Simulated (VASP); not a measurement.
Method: PBE GGA, VASP's PBE PAW potentials (set 64) (plane waves; VASP 6.6.1).

A VASP calculation is set up with these files.

INCAR:
```
NSW = 60   # most ionic steps
NELMIN = 4
GGA = PE   # PBE
LREAL = Auto   # projection in real space or not
ALGO = Fast   # Davidson, then RMM-DIIS
ISIF = 2   # forces and stress, cell fixed
LASPH = .TRUE.
EDIFFG = -0.03   # ionic stop
SIGMA = 0.05
ISYM = 0
LWAVE = .FALSE.
PREC = Normal
ISMEAR = 0   # Gaussian
LMAXMIX = 4   # l cut-off of mixed one-centre charges
EDIFF = 1E-5   # SCF stop (eV)
IBRION = 2   # conjugate gradients
LCHARG = .FALSE.
NELM = 100   # most electronic steps
SYSTEM = Zn37S35
ENCUT = 400   # plane-wave cut-off (eV)
```

KPOINTS:
```
Automatic mesh
0
Gamma
1 1 1
0 0 0
```

File POSCAR:
```
Zn37S35
1.0
 11.5415791077   0.0000000000   0.0000000000
 -5.7707895540   9.9952992147   0.0000000000
  0.0000000000   0.0000000000  12.6094243436
Zn S
37 35
Cart
 -0.0000000000   2.2211753821   0.0008826597
  1.9235945943   1.1105876910   3.1532387456
 -0.0000000000   2.2211753821   6.3055948315
  1.9235945943   1.1105876910   9.4579509174
 -1.9236003652   5.5529484505   0.0008826597
 -0.0000000001   4.4423507642   3.1532387456
 -1.9236003652   5.5529484505   6.3055948315
 -0.0000000001   4.4423507642   9.4579509174
 -3.8471949596   8.8847115237   0.0008826597
 -1.9236003653   7.7741238326   3.1532387456
 -3.8471949596   8.8847115237   6.3055948315
 -1.9236003653   7.7741238326   9.4579509174
  3.8471891887   2.2211753821   0.0008826597
  5.7707953246   1.1105876910   3.1532387456
  3.8166847951   2.2206556265   6.3297418791
  5.7707953246   1.1105876910   9.4579509174
  1.9235888235   5.5529484505   0.0008826597
  3.8196105854   4.4486977792   3.1793276446
  3.8451520999   4.4633508878   5.5163457430
  1.8746005910   5.5955784017   6.3549985561
  3.8472007302   4.4423507642   9.4579509174
 -0.0000057709   8.8847115237   0.0008826597
  1.9236003650   7.7741238326   3.1532387456
 -0.0000057709   8.8847115237   6.3055948315
  1.9236003650   7.7741238326   9.4579509174
  7.6943899190   2.2211753821   0.0008826597
  9.6179845133   1.1105876910   3.1532387456
  7.6943899190   2.2211753821   6.3055948315
  9.6179845133   1.1105876910   9.4579509174
  5.7707895538   5.5529484505   0.0008826597
  7.6943899189   4.4423507642   3.1532387456
  5.7449883537   5.5722093921   6.2780306299
  7.6943899189   4.4423507642   9.4579509174
  3.8471949594   8.8847115237   0.0008826597
  5.7707895537   7.7741238326   3.1532387456
  3.8471949594   8.8847115237   6.3055948315
  5.7707895537   7.7741238326   9.4579509174
 -0.0000000000   2.2211753821   2.3633844047
  1.9235945943   1.1105876910   5.5157404906
 -0.0000000000   2.2211753821   8.6680965765
  1.9235945943   1.1105876910  11.8204526624
 -1.9236003652   5.5529484505   2.3633844047
 -0.0000000001   4.4423507642   5.5157404906
 -1.9236003652   5.5529484505   8.6680965765
 -0.0000000001   4.4423507642  11.8204526624
 -3.8471949596   8.8847115237   2.3633844047
 -1.9236003653   7.7741238326   5.5157404906
 -3.8471949596   8.8847115237   8.6680965765
 -1.9236003653   7.7741238326  11.8204526624
  3.8471891887   2.2211753821   2.3633844047
  5.7707953246   1.1105876910   5.5157404906
  3.8471891887   2.2211753821   8.6680965765
  5.7707953246   1.1105876910  11.8204526624
  1.9235888235   5.5529484505   2.3633844047
  1.9235888235   5.5529484505   8.6680965765
  3.8472007302   4.4423507642  11.8204526624
 -0.0000057709   8.8847115237   2.3633844047
  1.9236003650   7.7741238326   5.5157404906
 -0.0000057709   8.8847115237   8.6680965765
  1.9236003650   7.7741238326  11.8204526624
  7.6943899190   2.2211753821   2.3633844047
  9.6179845133   1.1105876910   5.5157404906
  7.6943899190   2.2211753821   8.6680965765
  9.6179845133   1.1105876910  11.8204526624
  5.7707895538   5.5529484505   2.3633844047
  7.6943899189   4.4423507642   5.5157404906
  5.7707895538   5.5529484505   8.6680965765
  7.6943899189   4.4423507642  11.8204526624
  3.8471949594   8.8847115237   2.3633844047
  5.7707895537   7.7741238326   5.5157404906
  3.8471949594   8.8847115237   8.6680965765
  5.7707895537   7.7741238326  11.8204526624
```

POTCAR, in this order: Zn S (PBE.64 set). Program: vasp_gam.

The supercell is sampled at Γ alone, which is coarse: total energies, pressure and levels can be off, energies of defects by several tenths of an eV.

Problem. Estimate the energy per atom (σ→0).

Solution. 
The energy per atom (σ→0) is -3.267 eV/atom.

File OSZICAR:
```
...
       N       E                     dE             d eps       ncg     rms          rms(c)
DAV:   1    -0.235244052779E+03    0.74281E-03   -0.17995E+00   800   0.211E+00    0.321E-01
RMM:   2    -0.235245441230E+03   -0.13885E-02   -0.16038E-02   784   0.237E-01    0.756E-02
RMM:   3    -0.235245702788E+03   -0.26156E-03   -0.28752E-03   791   0.980E-02    0.884E-02
RMM:   4    -0.235245726951E+03   -0.24163E-04   -0.55603E-04   809   0.499E-02    0.801E-02
RMM:   5    -0.235245703799E+03    0.23152E-04   -0.20837E-04   765   0.275E-02    0.180E-02
RMM:   6    -0.235245709371E+03   -0.55721E-05   -0.43925E-05   573   0.121E-02
  21 F= -.23524571E+03 E0= -.23524571E+03  d E =-.909441E-03
```

The cell is a supercell with a defect, built from a database entry that may be metastable or hypothetical: Zn_S. The run is not spin-polarised, so no state with unpaired spins was tried.
